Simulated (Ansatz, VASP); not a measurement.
# GaW3N (W3GaN antiperovskite) in two plane-wave programs

Aim: how closely do two programs agree when they are given the same cell, functional and k mesh? The cell is generated by rule, not measured, and may not be a known phase. The cell is taken from a series of runs on this material, whose earlier steps may have relaxed, scaled, displaced or heated it; both programs get it as it stands.

Calculated with Ansatz 0.2.0; plane waves, with VASP 6.6.1 beside it; zone-centre phonons at PBE.

The structure was built from a prototype and need not be the compound's stable phase.

### 1. The structure

The structure is cubic, space group Pm-3m (No. 221). Conventional cell: a = 4.118 Å, b = 4.118 Å, c = 4.118 Å, α = 90.00°, β = 90.00°, γ = 90.00°. Nearest to Ga lie 12 W at 2.91 Å. W has 2 N at 2.06 Å nearest. Nearest to N lie 6 W at 2.06 Å. Farther neighbours and most contacts between anions are not listed.

As a file:

```cif
data_structure
_symmetry_space_group_name_H-M 'P 1'
_symmetry_Int_Tables_number 1
_cell_length_a 4.1178
_cell_length_b 4.1178
_cell_length_c 4.1178
_cell_angle_alpha 90.000
_cell_angle_beta 90.000
_cell_angle_gamma 90.000
_cell_volume 69.82
loop_
_atom_site_label
_atom_site_type_symbol
_atom_site_fract_x
_atom_site_fract_y
_atom_site_fract_z
_atom_site_occupancy
Ga1 Ga 0.00000 0.00000 0.00000 1
W2 W 0.50000 0.50000 0.00000 1
W3 W 0.50000 0.00000 0.50000 1
W4 W 0.00000 0.50000 0.50000 1
N5 N 0.50000 0.50000 0.50000 1
```

### 2. VASP: zone-centre phonons, PBE

Second derivatives magnify differences that forces hide, and they need a tight electronic threshold.

Lines of VASP's logs that name or quote its potential files are left out, and so is its time.

Contents of INCAR:

```
SYSTEM = GaW3N
PREC = Accurate
ENCUT = 600
EDIFF = 1E-08
NELM = 120
ISMEAR = 1
SIGMA = 0.2
LREAL = .FALSE.
ALGO = Normal
GGA = PE
NBANDS = 24
LASPH = .TRUE.
LORBIT = 11
LWAVE = .FALSE.
LCHARG = .FALSE.
ISIF = 2
IBRION = 8
GGA_COMPAT = .FALSE.
KPAR = 2
```

Contents of POSCAR:

```
GaW3N
1.0
    4.1177891151      0.0000000000      0.0000000000
    0.0000000000      4.1177891151      0.0000000000
    0.0000000000      0.0000000000      4.1177891151
Ga W N
1 3 1
Direct
    0.0000000000      0.0000000000      0.0000000000
    0.5000000000      0.5000000000      0.0000000000
    0.5000000000      0.0000000000      0.5000000000
    0.0000000000      0.5000000000      0.5000000000
    0.5000000000      0.5000000000      0.5000000000
```

Contents of KPOINTS:

```
Automatic mesh
0
Gamma
4 4 4
0 0 0
```

The projector-augmented-wave data sets are Ga_d, W and N (PBE family, release 64).

Command:

```sh
$ mpirun -np 2 vasp_std
```

Numbers of over 12 decimals in the logs are rounded to 6 here.

The program printed:

```text
[banner, memory and clock lines left out]
running    2 mpi-ranks, on    1 nodes
 distrk:  each k-point on    1 cores,    2 groups
 distr:  one band on    1 cores,    1 groups

 POSCAR found type information on POSCAR GaW N
 POSCAR found :  3 types and       5 ions
 LDA part: xc-table for (Slater+PW92), standard interpolation
 POSCAR, INCAR and KPOINTS ok, starting setup
 FFT: planning ... GRIDC
 FFT: planning ... GRID_SOFT
 FFT: planning ... GRID
 WAVECAR not read
 entering main loop
       N       E                     dE             d eps       ncg     rms          rms(c)
DAV:   1     0.286056380960E+03    0.28606E+03   -0.18265E+04   528   0.217E+03
DAV:   2    -0.118448610084E+02   -0.29790E+03   -0.28468E+03   536   0.547E+02
DAV:   3    -0.523186488020E+02   -0.40474E+02   -0.39135E+02   624   0.150E+02
DAV:   4    -0.542160967515E+02   -0.18974E+01   -0.18844E+01   672   0.333E+01
DAV:   5    -0.542718897766E+02   -0.55793E-01   -0.55752E-01   648   0.480E+00    0.441E+01
DAV:   6    -0.500637658579E+02    0.42081E+01   -0.19584E+01   640   0.225E+01    0.190E+01
DAV:   7    -0.497835200542E+02    0.28025E+00   -0.12792E+00   648   0.918E+00    0.815E+00
DAV:   8    -0.497308294472E+02    0.52691E-01   -0.23715E-01   640   0.279E+00    0.592E-01
DAV:   9    -0.497245499113E+02    0.62795E-02   -0.30997E-02   640   0.125E+00    0.253E-01
DAV:  10    -0.497243805595E+02    0.16935E-03   -0.44179E-03   608   0.492E-01    0.964E-02
DAV:  11    -0.497244061580E+02   -0.25598E-04   -0.32692E-04   640   0.128E-01    0.438E-02
DAV:  12    -0.497243990553E+02    0.71027E-05   -0.36717E-05   608   0.492E-02    0.606E-03
DAV:  13    -0.497243997133E+02   -0.65799E-06   -0.26005E-06   728   0.126E-02    0.155E-03
DAV:  14    -0.497243998147E+02   -0.10139E-06   -0.22448E-07   640   0.279E-03    0.510E-04
DAV:  15    -0.497243997030E+02    0.11166E-06   -0.39766E-08   552   0.133E-03    0.166E-04
DAV:  16    -0.497243996961E+02    0.68844E-08   -0.40107E-09   376   0.515E-04
   1 F= -.49724400E+02 E0= -.49724672E+02  d E =0.816080E-03
 Linear response reoptimize wavefunctions to high precision
DAV:   1    -0.497243996936E+02    0.24884E-08   -0.13415E-09   416   0.269E-04
DAV:   2    -0.497243996937E+02   -0.11551E-09   -0.37327E-10   360   0.134E-04
DAV:   3    -0.497243996937E+02    0.38199E-10   -0.16777E-10   368   0.846E-05
 Linear response DOF=           4
 Linear response progress:
  Degree of freedom:   1/  4
       N       E                     dE             d eps       ncg     rms          rms(c)
RMM:   1    -0.166933238128E+00   -0.16693E+00    0.12549E-01  1193   0.761E+00
RMM:   2    -0.166064664312E+00    0.86857E-03   -0.29763E-02  1452   0.883E-01    0.404E-02
RMM:   3    -0.165882014553E+00    0.18265E-03   -0.26721E-03  1535   0.217E-01    0.276E-02
RMM:   4    -0.165877644159E+00    0.43704E-05   -0.45114E-04  1483   0.106E-01    0.612E-03
RMM:   5    -0.165851404762E+00    0.26239E-04   -0.60960E-05  1524   0.401E-02    0.575E-03
RMM:   6    -0.165826137431E+00    0.25267E-04   -0.12137E-05  1744   0.177E-02    0.284E-03
RMM:   7    -0.165816514109E+00    0.96233E-05   -0.21843E-06  1746   0.844E-03    0.801E-04
RMM:   8    -0.165819366571E+00   -0.28525E-05   -0.58130E-07  1676   0.432E-03    0.502E-04
RMM:   9    -0.165812172662E+00    0.71939E-05    0.22444E-07  1608   0.242E-03    0.861E-05
RMM:  10    -0.165813068060E+00   -0.89540E-06    0.58375E-08  1838   0.112E-03    0.928E-05
RMM:  11    -0.165812374087E+00    0.69397E-06    0.10654E-07  1836   0.632E-04    0.467E-05
RMM:  12    -0.165811969044E+00    0.40504E-06   -0.63207E-08  1881   0.416E-04    0.144E-05
RMM:  13    -0.165811881581E+00    0.87464E-07    0.42291E-08  1999   0.291E-04    0.727E-06
RMM:  14    -0.165811839460E+00    0.42121E-07   -0.70709E-08  1997   0.232E-04    0.385E-06
RMM:  15    -0.165811813202E+00    0.26258E-07   -0.11956E-08  1938   0.203E-04    0.218E-06
RMM:  16    -0.165811799969E+00    0.13233E-07   -0.61959E-08  2002   0.185E-04    0.140E-06
RMM:  17    -0.165811786680E+00    0.13289E-07   -0.31026E-08  1977   0.175E-04    0.680E-07
RMM:  18    -0.165811777718E+00    0.89620E-08   -0.47401E-08  1883   0.168E-04    0.379E-07
 first order change of Fermi-energy  -0.23592E-03
 force on displaced ion       1 direction 1 :  -5.232   0.000  -0.000
 Linear response progress:
  Degree of freedom:   2/  4
       N       E                     dE             d eps       ncg     rms          rms(c)
RMM:   1    -0.125316560401E+00   -0.12532E+00   -0.10196E-01  2625   0.140E+00
RMM:   2    -0.123694397318E+00    0.16222E-02   -0.55691E-03  2336   0.360E-01    0.150E-01
RMM:   3    -0.123788119451E+00   -0.93722E-04   -0.10971E-03  2530   0.122E-01    0.882E-02
RMM:   4    -0.124260656343E+00   -0.47254E-03   -0.25748E-04  2461   0.774E-02    0.140E-02
RMM:   5    -0.124337944706E+00   -0.77288E-04   -0.39366E-05  2714   0.255E-02    0.645E-03
RMM:   6    -0.124339850848E+00   -0.19061E-05   -0.47441E-06  2757   0.759E-03    0.371E-03
RMM:   7    -0.124333415181E+00    0.64357E-05   -0.10019E-06  2648   0.385E-03    0.751E-04
RMM:   8    -0.124333497743E+00   -0.82562E-07   -0.31323E-07  2681   0.151E-03    0.213E-04
RMM:   9    -0.124331362084E+00    0.21357E-05   -0.29281E-07  2828   0.543E-04    0.604E-05
RMM:  10    -0.124331486463E+00   -0.12438E-06   -0.41629E-07  2927   0.274E-04    0.232E-05
RMM:  11    -0.124331447401E+00    0.39062E-07    0.34601E-07  3028   0.188E-04    0.152E-05
RMM:  12    -0.124331381549E+00    0.65852E-07   -0.69549E-08  2921   0.169E-04    0.474E-06
RMM:  13    -0.124331411014E+00   -0.29465E-07   -0.11812E-08  3050   0.162E-04    0.123E-06
RMM:  14    -0.124331424143E+00   -0.13129E-07   -0.12278E-06  2864   0.160E-04    0.656E-07
RMM:  15    -0.124331417464E+00    0.66789E-08   -0.42681E-07  2347   0.160E-04    0.385E-07
RMM:  16    -0.124331422800E+00   -0.53354E-08   -0.14236E-06  2057   0.160E-04    0.392E-07
RMM:  17    -0.124331417696E+00    0.51042E-08   -0.52383E-07  2003   0.161E-04    0.285E-07
RMM:  18    -0.124331424306E+00   -0.66099E-08   -0.11318E-06  1970   0.161E-04    0.385E-07
RMM:  19    -0.124331416183E+00    0.81230E-08   -0.42480E-08  1940   0.161E-04    0.326E-07
 first order change of Fermi-energy  -0.36727E-04
 force on displaced ion       2 direction 1 :   1.127   0.000   0.000
 Linear response progress:
  Degree of freedom:   3/  4
       N       E                     dE             d eps       ncg     rms          rms(c)
RMM:   1    -0.129631476583E+00   -0.12963E+00   -0.87528E-02  1839   0.157E+00
RMM:   2    -0.126477738178E+00    0.31537E-02   -0.85220E-03  1531   0.441E-01    0.206E-01
RMM:   3    -0.126548124117E+00   -0.70386E-04   -0.21190E-03  1635   0.181E-01    0.114E-01
RMM:   4    -0.127006032166E+00   -0.45791E-03   -0.49737E-04  1661   0.948E-02    0.285E-02
RMM:   5    -0.127179570398E+00   -0.17354E-03   -0.59864E-05  1750   0.378E-02    0.864E-03
RMM:   6    -0.127196132956E+00   -0.16563E-04   -0.84323E-06  1834   0.119E-02    0.396E-03
RMM:   7    -0.127212619727E+00   -0.16487E-04   -0.10796E-06  1745   0.446E-03    0.137E-03
RMM:   8    -0.127219144780E+00   -0.65251E-05   -0.14186E-07  1785   0.184E-03    0.160E-04
RMM:   9    -0.127218984158E+00    0.16062E-06   -0.19251E-08  1905   0.596E-04    0.783E-05
RMM:  10    -0.127218759791E+00    0.22437E-06    0.21717E-08  1853   0.285E-04    0.221E-05
RMM:  11    -0.127218708651E+00    0.51141E-07    0.29610E-08  1894   0.208E-04    0.885E-06
RMM:  12    -0.127218705893E+00    0.27572E-08   -0.49796E-09  1962   0.168E-04    0.252E-06
 first order change of Fermi-energy   0.32318E-03
 force on displaced ion       2 direction 3 :   0.000   0.000 -22.327
 Linear response progress:
  Degree of freedom:   4/  4
       N       E                     dE             d eps       ncg     rms          rms(c)
RMM:   1    -0.238736865398E+00   -0.23874E+00    0.34385E-01  1779   0.236E+00
RMM:   2    -0.242607358510E+00   -0.38705E-02   -0.19898E-02  1551   0.645E-01    0.193E-01
RMM:   3    -0.244058301281E+00   -0.14509E-02   -0.34369E-03  1453   0.237E-01    0.994E-02
RMM:   4    -0.245608980618E+00   -0.15507E-02   -0.81253E-04  1511   0.119E-01    0.272E-02
RMM:   5    -0.245883022693E+00   -0.27404E-03   -0.79607E-05  1730   0.375E-02    0.877E-03
RMM:   6    -0.245886451547E+00   -0.34289E-05   -0.76290E-06  1797   0.113E-02    0.453E-03
RMM:   7    -0.245884112605E+00    0.23389E-05   -0.62878E-07  1733   0.482E-03    0.725E-04
RMM:   8    -0.245885697349E+00   -0.15847E-05   -0.32002E-07  1758   0.196E-03    0.312E-04
RMM:   9    -0.245885330203E+00    0.36715E-06   -0.13094E-07  1870   0.666E-04    0.993E-05
RMM:  10    -0.245885800448E+00   -0.47025E-06   -0.14379E-07  1894   0.283E-04    0.413E-05
RMM:  11    -0.245885491829E+00    0.30862E-06    0.57959E-08  1850   0.177E-04    0.146E-05
RMM:  12    -0.245885619270E+00   -0.12744E-06   -0.51499E-08  1891   0.137E-04    0.588E-06
RMM:  13    -0.245885599094E+00    0.20176E-07   -0.10323E-07  1979   0.120E-04    0.160E-06
RMM:  14    -0.245885592529E+00    0.65650E-08    0.42332E-09  1954   0.114E-04    0.104E-06
 first order change of Fermi-energy  -0.12608E-04
 force on displaced ion       5 direction 1 : -19.027   0.000  -0.000
 Linear response finished
```

[end of part 1 of 3]

[Lines on the potential files, build, host, timing and source positions are cut from VASP's logs without a mark.]

[Logs are printed without paths, hosts, clocks, repeated set-up lines and the standing remarks that a program may print on its own settings, such as how far it seeks lower states.]

[Hosts, paths, dates, database ids (printed as entryN), source tags and the programs' standing remarks are cut or masked in the printed files.]
